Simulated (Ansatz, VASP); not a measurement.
Two plane-wave programs on Be2Co

```xyz
3
Lattice="0.0000 1.8935 5.2605 1.3204 0.0000 5.2605 1.3204 1.8935 0.0000" Properties=species:S:1:pos:R:3 pbc="T T T"
Co    0.0000    0.0000    0.0000
Be    1.3204    1.8935    6.9853
Be    1.3204    1.8935    3.5356
```

Change from the starting cell: volume scaled by 0.96.

Alike in both runs: task single point; functional PBE; k mesh 12 × 12 × 12; occupations fermi-dirac, width 0.05 eV; collinear spin, ferromagnetic start.

|  | VASP | Ansatz |
| --- | --- | --- |
| version | VASP 6.6.1 | Ansatz 0.2.0 |
| potentials or method | VASP PAW PBE potentials, release 64 (Co, Be) | Ansatz PAW |
| plane-wave cutoff (eV) | 520 | 420 |
| valence electrons in the cell | 13 | 21 |

VASP gave:

```
gap on the k mesh at the Fermi level (eV)                     : none
pressure (GPa)                                                : 5.3
largest component of the traceless stress (GPa)               : 0.94
rms of the force components (eV/Å)                            : 0.049
net moment per atom (μB)                                      : 0.23
size of the moment on the site where the two differ most (μB) : 0.72
```

Task: Which values does Ansatz return?

Result: gap on the k mesh at the Fermi level (eV): none; pressure (GPa): 5.7; largest component of the traceless stress (GPa): 0.93; rms of the force components (eV/Å): 0.056; net moment per atom (μB): 0.25; size of the moment on the site where the two differ most (μB): 0.77.

Site moments also hang on the region over which each program counts them. Atom by atom the forces differ by 0.007 eV/Å (rms over components). A gap of «none» marks a metal or a gap that the smearing closes. The two sets of potentials don't hold the same shells in valence.
